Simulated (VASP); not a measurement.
```xyz
2
Lattice="2.6863 0.0000 0.0000 0.0000 2.6863 0.0000 0.0000 0.0000 3.8926" Properties=species:S:1:pos:R:3 pbc="T T T"
V      1.2673     1.2426     1.9788
Pt     0.0758     0.1006    -0.0325
```

All values below come from LDA (Ceperley-Alder, Perdew-Zunger), VASP's LDA PAW potentials (set 64) (plane waves; VASP 6.6.1). Run with 300 eV cut-off, 8×8×6 Γ-centred mesh, Gaussian smearing of 0.14 eV, potentials V_sv Pt.

At this cut-off the stress carries a Pulay error, which pulls relaxed volumes low. Unless said otherwise, spin-orbit coupling is left out, though it shifts the bands of the heavy elements here.

Problem. Predict the energy per atom (σ→0), pressure, largest force, band gap (on the k-mesh) with the smallest direct gap where there is one.

Solution. 
| Quantity | Value |
|---|---|
| band gap (on the k-mesh) | none (metal, semimetal or under 0.01 eV) |
| energy per atom (σ→0) | -9.235 eV/atom |
| pressure | -7.21 GPa |
| largest force | 0.02421 Ha/bohr |

The structure comes from a computed database's VPt entry; how it stands against other phases isn't given here. The cell was not relaxed at this level, atoms are displaced from their ideal sites. The run is not spin-polarised, so no magnetic state was tried. The electron count is odd and the run is not spin-polarised, which forces a metal.
